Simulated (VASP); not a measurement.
Wanted: the native input for a VASP 6.6.1 run.

```
Task                   : single point
Functional             : LDA
Potentials or basis    : VASP PAW LDA potentials, release 64 (Cu)
Cutoff                 : 520 eV
k mesh                 : 16 × 16 × 9
Occupations            : fermi-dirac, width 0.1 eV
Spin                   : no spin polarisation
Dipole correction      : no
Further INCAR settings : ALGO = Normal; EDIFF = 1e-07; NBANDS = 18
```

The structure of Cu lies in POSCAR:

```
Cu
1.0
    2.5818153802      0.0000000000      0.0000000000
   -1.2909076901      2.2359177071      0.0000000000
    0.0000000000      0.0000000000      4.2298544889
Cu
2
Direct
    0.3333333333      0.6666666667      0.2500000000
    0.6666666667      0.3333333333      0.7500000000
```

This isn't the form of Cu at room conditions, which is fcc.

The input as run:

INCAR

```
PREC = Accurate
ENCUT = 520
EDIFF = 1E-7
ISMEAR = -1
SIGMA = 0.1
LREAL = F
LASPH = T
NELM = 100
ALGO = Normal
ISIF = 2
LWAVE = F
LCHARG = F
GGA = CA
NBANDS = 18
```

KPOINTS

```
Automatic mesh
0
Gamma
  16 16 9
```

Potentials or basis: VASP PAW LDA potentials, release 64 (Cu).

Launch:

```bash
$ cat potpaw_LDA.64/Cu/POTCAR > POTCAR
$ mpirun -np 1 vasp_std > vasp.out
```

Results of the run:

The pressure is -15.2 GPa and the band gap on the k mesh is none (metal or under the smearing width).

Caveat: so large a pressure means that the cell lies far from this level's equilibrium, or that cutoff or potentials fall short.

It took 35 s on 1 thread of Intel(R) Xeon(R) Platinum 8488C (Sapphire Rapids), with other jobs on the host, peak memory 0.16 GiB.
